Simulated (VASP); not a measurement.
# How uniaxial stress along [0001] changes Zr

How do stress and energy of Zr follow uniaxial stress along [0001]?

Main program and level: VASP 6.6.1; PBEsol; plane waves and PAW (Zr_sv), in the first sound run; inputs show where later runs differ.

## (1) The structure

The structure is hexagonal, space group P6_3/mmc (No. 194). The conventional cell has a = 3.230 Å, b = 3.230 Å, c = 5.145 Å, α = 90.00°, β = 90.00°, γ = 120.00°. Nearest to Zr lie 12 Zr at 3.18 to 3.23 Å.

## (2) Relax the crystal, PBEsol

The series starts from the cell that this level prefers, so that zero strain is near zero stress.

This step took 2 runs in a row; the last is shown.

Level: PBEsol; plane waves and PAW (Zr_sv).

The input, INCAR:

```
SYSTEM = Zr
PREC = Accurate
ENCUT = 450
EDIFF = 1E-07
NELM = 120
ISMEAR = 1
SIGMA = 0.15
LREAL = .FALSE.
ALGO = Normal
GGA = PS
NBANDS = 18
LASPH = .TRUE.
LORBIT = 11
LWAVE = .FALSE.
LCHARG = .FALSE.
KPAR = 8
IBRION = 2
NSW = 40
ISIF = 3
EDIFFG = -0.005
POTIM = 0.4
```

The input, POSCAR:

```
Zr
1.0
    3.1865301585      0.0000000000      0.0000000000
   -1.5932650793      2.7596160672      0.0000000000
    0.0000000000      0.0000000000      5.1152860700
Zr
2
Direct
    0.0000000000      0.0000000000      0.0000000000
    0.3333333333      0.6666666667      0.5000000000
```

The input, KPOINTS:

```
Automatic mesh
0
Gamma
21 21 12
0 0 0
```

The projector-augmented-wave data sets are Zr_sv (PBE family, release 64).

On the command line:

```console
> mpirun -np 8 vasp_std
```

The program printed:

```text
[banner, memory and clock lines left out]
running    8 mpi-ranks, on    1 nodes
[...]
|                                                                             |
|           W    W    AA    RRRRR   N    N  II  N    N   GGGG   !!!           |
|           W    W   A  A   R    R  NN   N  II  NN   N  G    G  !!!           |
|           W    W  A    A  R    R  N N  N  II  N N  N  G       !!!           |
|           W WW W  AAAAAA  RRRRR   N  N N  II  N  N N  G  GGG   !            |
|           WW  WW  A    A  R   R   N   NN  II  N   NN  G    G                |
|           W    W  A    A  R    R  N    N  II  N    N   GGGG   !!!           |
|                                                                             |
|     For optimal performance we recommend to set                             |
|       NCORE = 2 up to number-of-cores-per-socket                            |
|     NCORE specifies how many cores store one orbital (NPAR=cpu/NCORE).      |
|     This setting can greatly improve the performance of VASP for DFT.       |
[...]
|     You enforced a specific xc type in the INCAR file but a different       |
|     [... a line on the potential file left out ...]
|     I HOPE YOU KNOW WHAT YOU ARE DOING!                                     |
|                                                                             |

 LDA part: xc-table for (Slater+PW92), standard interpolation
 POSCAR, INCAR and KPOINTS ok, starting setup
[...]
entering main loop
       N       E                     dE             d eps       ncg     rms          rms(c)
DAV:   1     0.197823157928E+03    0.19782E+03   -0.12550E+04 12096   0.121E+03
DAV:   2    -0.644025933551E+01   -0.20426E+03   -0.20107E+03 14434   0.359E+02
DAV:   3    -0.186972990175E+02   -0.12257E+02   -0.12140E+02 21582   0.654E+01
DAV:   4    -0.189434571371E+02   -0.24616E+00   -0.24585E+00 14444   0.939E+00
[...]
DAV:  10    -0.181625253566E+02    0.25883E-04   -0.47997E-05 17712   0.411E-02    0.242E-02
DAV:  11    -0.181625263017E+02   -0.94517E-06   -0.96470E-06 13460   0.362E-02    0.234E-03
DAV:  12    -0.181625263145E+02   -0.12762E-07   -0.34259E-07 12476   0.399E-03
   1 F= -.18162526E+02 E0= -.18163124E+02  d E =-.181625E+02
[...]
reached required accuracy - stopping structural energy minimisation
```

The job ended after 69 s (8 MPI ranks of AMD EPYC 7R13 (Zen 3), shared host; peak memory 2.1 GiB).

Lines that name or quote the potential files are left out of all logs, and their timing lines are given in words.

Parts of OUTCAR (step 2):

```text
  Total       -0.0052073     -0.0052073      0.0064326      0.0000000     -0.0000000      0.0000000
  in kB       -0.1854746     -0.1854746      0.2291183      0.0000000     -0.0000000      0.0000000
  external PRESSURE =      -0.0472770 kB  Pullay stress =       0.0000000 kB

 POSITION                                       TOTAL-FORCE (eV/Angst)
 -----------------------------------------------------------------------------------
      0.00000      0.00000      0.00000        -0.000000     -0.000000      0.000000
     -0.00000      1.83974      2.55764         0.000000      0.000000      0.000000
 -----------------------------------------------------------------------------------
    total drift:                                0.000000     -0.000000     -0.000000

  FREE ENERGIE OF THE ION-ELECTRON SYSTEM (eV)
  ---------------------------------------------------
  free  energy   TOTEN  =       -18.1625263145 eV

  energy  without entropy=      -18.1643181207  energy(sigma->0) =      -18.16312358

 reached required accuracy - stopping structural energy minimisation

[... 3 further parts left out ...]
[key lines of the parts left out:]
E-fermi :   9.2703
```

Numbers from this step:

* energy(sigma→0) of the program: -18.1631 eV
* stress, compression positive: xx, yy, zz -0.02, -0.02, 0.02 GPa
* volume: 44.982 Å³
* ionic steps: 1

## (3) Strain across the axis, PBEsol

One member in full: the axis is strained by -1 %, and the two directions across it are strained alike until their mean stress is under 0.012 GPa or five steps are spent.

This step took 2 runs, each at a new trial strain with the atoms of the one before; the last is shown.

Level: PBEsol; plane waves and PAW (Zr_sv).

Changes to INCAR since step 2:

```diff
@@ -15,7 +15,7 @@
 LCHARG = .FALSE.
-KPAR = 8
-IBRION = 2
-NSW = 40
-ISIF = 3
-EDIFFG = -0.005
-POTIM = 0.4
+KPAR = 2
+IBRION = 1
+NSW = 25
+ISIF = 2
+EDIFFG = -0.004
+POTIM = 0.3
```

The input, POSCAR:

```
Zr
1.0
    3.1968369240      0.0000000000      0.0000000000
   -1.5984184620      2.7685419880      0.0000000000
    0.0000000000      0.0000000000      5.0641332090
Zr
2
Direct
    0.0000000000      0.0000000000      0.0000000000
    0.3333333333      0.6666666667      0.5000000000
```

KPOINTS is that of step 2.

On the command line:

```console
> mpirun -np 2 vasp_std
```

The program printed:

```text
[banner, memory and clock lines left out]
running    2 mpi-ranks, on    1 nodes
[...]
[... a notice as in an earlier step ...]

 LDA part: xc-table for (Slater+PW92), standard interpolation
 POSCAR, INCAR and KPOINTS ok, starting setup
[...]
entering main loop
       N       E                     dE             d eps       ncg     rms          rms(c)
DAV:   1     0.197242301507E+03    0.19724E+03   -0.12514E+04 12096   0.120E+03
DAV:   2    -0.637430896529E+01   -0.20362E+03   -0.20042E+03 14312   0.359E+02
DAV:   3    -0.187031155256E+02   -0.12329E+02   -0.12212E+02 21724   0.654E+01
DAV:   4    -0.189389714802E+02   -0.23586E+00   -0.23554E+00 14324   0.930E+00
[...]
DAV:  10    -0.181605903938E+02    0.26210E-04   -0.47217E-05 17798   0.407E-02    0.243E-02
DAV:  11    -0.181605909677E+02   -0.57391E-06   -0.98227E-06 13456   0.366E-02    0.250E-03
DAV:  12    -0.181605909905E+02   -0.22788E-07   -0.32476E-07 12384   0.386E-03
   1 F= -.18160591E+02 E0= -.18161199E+02  d E =-.181606E+02
 BRION: g(F)=  0.175E-46 g(S)=  0.000E+00
 reached required accuracy - stopping structural energy minimisation
```

It took 3.5 min on 2 MPI ranks; peak memory 0.52 GiB; 6.8 min of CPU time.

OUTCAR, selected parts (step 3):

```text
  Total       -0.0021919     -0.0021919      0.3724466      0.0000000     -0.0000000      0.0000000
  in kB       -0.0783518     -0.0783518     13.3136734      0.0000000     -0.0000000      0.0000000
  external PRESSURE =       4.3856566 kB  Pullay stress =       0.0000000 kB

 POSITION                                       TOTAL-FORCE (eV/Angst)
 -----------------------------------------------------------------------------------
      0.00000      0.00000      0.00000        -0.000000      0.000000      0.000000
     -0.00000      1.84569      2.53207         0.000000      0.000000      0.000000
 -----------------------------------------------------------------------------------
    total drift:                                0.000000     -0.000000     -0.000000

  FREE ENERGIE OF THE ION-ELECTRON SYSTEM (eV)
  ---------------------------------------------------
  free  energy   TOTEN  =       -18.1605909905 eV

  energy  without entropy=      -18.1624145092  energy(sigma->0) =      -18.16119883

[... 2 parts as in an earlier step ...]

[... 2 further parts left out ...]
[key lines of the parts left out:]
E-fermi :   9.3201
```

Read from the output:

```
energy(sigma→0) of the program : -18.1612 eV
stress, compression positive   : xx, yy, zz -0.01, -0.01, 1.33 GPa
ionic steps                    : 1
```

## (4) All members

The other members went through these steps as far as the tables show, with the same cutoff and, step by step, the same mesh; 18 runs are not shown. The session took 2.8 core hours (wall time by ranks) on a shared machine.

| strain along the axis (%) | strain across the axis (%) | stress along the axis, tension positive (GPa) | energy above the unstrained row, extrapolated to no smearing (meV/atom) |
| --- | --- | --- | --- |
| -2.000 | 0.650 | -2.701 | 3.825 |
| -1.500 | 0.489 | -2.005 | 2.149 |
| -1.000 | 0.323 | -1.331 | 0.961 |
| -0.500 | 0.158 | -0.674 | 0.250 |
| 0 | -0.007 | -0.034 | 0.000 |
| 0.500 | -0.175 | 0.586 | 0.197 |
| 1.000 | -0.340 | ? | ? |
| 1.500 | -0.509 | 1.774 | 1.870 |
| 2.000 | -0.679 | 2.333 | 3.319 |

## (5) A fit to the known rows

Fitting a parabola to the 8 known rows (e: strain in %) gives stress = − 0.03725 e² + 1.259 e − 0.03380 in GPa; the residuals are 0.0015 GPa r.m.s.

At e = 1 this predicts 1.188 GPa.

## (6) The withheld row

The calculation gives 1.191 GPa, so the prediction is 0.003 GPa too low.

Slopes at zero strain, from cubics through all rows: strain ratio -0.332, stress over strain 126 GPa.

## (7) Results

| Item | Value |
| --- | --- |
| error of the predicted stress | -0.003 GPa |
| Poisson ratio | 0.332 |
| Young's modulus along the axis | 126 GPa |

In words: As a check, the curvature of the energy gives 127 GPa for the same modulus (energy per volume = E/2 × strain²), 1 % from the slope of the stress. These are static values: temperature and zero-point motion are left out. In a metal the slopes also depend on mesh and smearing, which were held through the series.

[Lines on the potential files, build, host, timing and source positions are cut from VASP's logs without a mark.]

[Logs are printed without paths, hosts, clocks, repeated set-up lines and the standing remarks that a program may print on its own settings, such as how far it seeks lower states.]

[Hosts, paths, dates, database ids (printed as entryN), source tags and the programs' standing remarks are cut or masked in the printed files.]

[In band tables of VASP the shares of atoms and orbitals are scaled to a sum of 1 inside the atoms' spheres.]
